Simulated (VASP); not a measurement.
Output of a VASP run:

OSZICAR:
```
...
   1 F= -.29968160E+01 E0= -.29968160E+01  d E =-.299682E+01
       N       E                     dE             d eps       ncg     rms          rms(c)
DAV:   1    -0.299688652868E+01   -0.70605E-04   -0.10415E-02   942   0.683E-01    0.318E-02
DAV:   2    -0.299686884566E+01    0.17683E-04   -0.12636E-04  1114   0.927E-02    0.180E-02
DAV:   3    -0.299685927196E+01    0.95737E-05   -0.12504E-05  1068   0.288E-02    0.787E-03
DAV:   4    -0.299685801104E+01    0.12609E-05   -0.22138E-06  1170   0.126E-02    0.379E-03
DAV:   5    -0.299685797169E+01    0.39352E-07   -0.15909E-07   622   0.355E-03
   2 F= -.29968580E+01 E0= -.29968580E+01  d E =-.419651E-04
       N       E                     dE             d eps       ncg     rms          rms(c)
DAV:   1    -0.299720562889E+01   -0.34762E-03   -0.93727E-02   924   0.205E+00    0.954E-02
DAV:   2    -0.299704648001E+01    0.15915E-03   -0.11537E-03  1108   0.278E-01    0.532E-02
DAV:   3    -0.299696033311E+01    0.86147E-04   -0.11150E-04  1062   0.861E-02    0.238E-02
DAV:   4    -0.299694902250E+01    0.11311E-04   -0.20023E-05  1158   0.381E-02    0.112E-02
DAV:   5    -0.299694880731E+01    0.21518E-06   -0.15837E-06  1014   0.110E-02    0.313E-03
DAV:   6    -0.299694881933E+01   -0.12012E-07   -0.15577E-07   554   0.360E-03
   3 F= -.29969488E+01 E0= -.29969488E+01  d E =-.132813E-03
       N       E                     dE             d eps       ncg     rms          rms(c)
DAV:   1    -0.299799217459E+01   -0.10434E-02   -0.37506E-01   924   0.410E+00    0.191E-01
DAV:   2    -0.299735686283E+01    0.63531E-03   -0.46204E-03  1108   0.557E-01    0.107E-01
DAV:   3    -0.299701339680E+01    0.34347E-03   -0.44579E-04  1068   0.172E-01    0.478E-02
DAV:   4    -0.299696831320E+01    0.45084E-04   -0.79753E-05  1164   0.761E-02    0.224E-02
DAV:   5    -0.299696743656E+01    0.87665E-06   -0.63751E-06  1020   0.220E-02    0.616E-03
DAV:   6    -0.299696751962E+01   -0.83062E-07   -0.65433E-07  1074   0.722E-03
   4 F= -.29969675E+01 E0= -.29969675E+01  d E =-.151513E-03
       N       E                     dE             d eps       ncg     rms          rms(c)
DAV:   1    -0.299715286248E+01   -0.18543E-03   -0.60870E-02   924   0.165E+00    0.768E-02
DAV:   2    -0.299704956628E+01    0.10330E-03   -0.74496E-04  1108   0.224E-01    0.432E-02
DAV:   3    -0.299699381431E+01    0.55752E-04   -0.71860E-05  1068   0.692E-02    0.193E-02
DAV:   4    -0.299698657978E+01    0.72345E-05   -0.12884E-05  1164   0.306E-02    0.896E-03
DAV:   5    -0.299698642908E+01    0.15070E-06   -0.10019E-06  1032   0.879E-03    0.256E-03
DAV:   6    -0.299698645782E+01   -0.28740E-07   -0.97544E-08   504   0.284E-03
   5 F= -.29969865E+01 E0= -.29969865E+01  d E =-.170451E-03
       N       E                     dE             d eps       ncg     rms          rms(c)
DAV:   1    -0.299718688725E+01   -0.20046E-03   -0.99188E-03   924   0.734E-01    0.769E-02
DAV:   2    -0.299706642106E+01    0.12047E-03   -0.20067E-04  1086   0.142E-01    0.372E-02
DAV:   3    -0.299701777142E+01    0.48650E-04   -0.78473E-05  1088   0.690E-02    0.160E-02
DAV:   4    -0.299701340034E+01    0.43711E-05   -0.14837E-05  1080   0.311E-02    0.715E-03
DAV:   5    -0.299701313848E+01    0.26186E-06   -0.84577E-07  1160   0.770E-03    0.266E-03
DAV:   6    -0.299701315384E+01   -0.15364E-07   -0.73251E-08   510   0.247E-03
   6 F= -.29970132E+01 E0= -.29970132E+01  d E =-.266960E-04
```

**OUTCAR**
```
------------------------ aborting loop because EDIFF is reached ----------------------------------------
  FORCE on cell =-STRESS in cart. coord.  units (eV):
  Direction    XX          YY          ZZ          XY          YZ          ZX
  --------------------------------------------------------------------------------------
  Total        2.4822118      2.4822114      2.5046734      0.0000000      0.0000000      0.0000000
  in kB       42.0428542     42.0428479     42.4233021      0.0000000      0.0000000      0.0000000
  external PRESSURE =      42.1696681 kB  Pullay stress =       0.0000000 kB
  volume of cell :       94.59
      direct lattice vectors                 reciprocal lattice vectors
     2.030082172 -3.516205202  0.000000000     0.246295449 -0.142198754  0.000000000
     2.030082172  3.516205202  0.000000000     0.246295449  0.142198754  0.000000000
     0.000000000  0.000000000  6.625816327    -0.000000000  0.000000000  0.150924799
  FREE ENERGIE OF THE ION-ELECTRON SYSTEM (eV)
  ---------------------------------------------------
  free  energy   TOTEN  =        -2.9970131538 eV

  energy  without entropy=       -2.9970131538  energy(sigma->0) =       -2.99701315

 reached required accuracy - stopping structural energy minimisation
```
(Selected blocks of OUTCAR.)

POSCAR:
```
CdS
1
    2.0330679472    -3.5213768104     0.0000000000
    2.0330679472     3.5213768104     0.0000000000
    0.0000000000     0.0000000000     6.6063690182
Cd S
2 2
Direct
  0.6666670000   0.3333330000   0.5000072260
  0.3333330000   0.6666670000   0.0000072260
  0.6666670000   0.3333330000   0.8769927740
  0.3333330000   0.6666670000   0.3769927740
```

**Question.** Write an INCAR and KPOINTS that could have produced this output.

**Answer.** This is not unique; one that fits is the input of the run itself, vdW-DF-cx, plane waves, VASP's PBE PAW potentials (set 64).

File KPOINTS:
```
Automatic
0
G
 6 6 4
```

INCAR:
```
SYSTEM = CdS
PREC = Accurate
ENCUT = 520
EDIFF = 1E-7
NELM = 100
ALGO = Normal
LREAL = .FALSE.
LASPH = .TRUE.
ISMEAR = 0
SIGMA = 0.05
GGA = CX
LUSE_VDW = .TRUE.
AGGAC = 0.0
LMAXMIX = 4
LWAVE = .FALSE.
LCHARG = .FALSE.
ISIF = 4
IBRION = 2
NSW = 30
EDIFFG = -0.01
```

POTCAR, in this order: Cd S (PBE.64 set). Program: vasp_std.

The compound is CdS in the wurtzite structure. This cell is one point of a volume scan, at 0.94 of the reference volume. Symmetry was kept, so distortions that lower it aren't found.
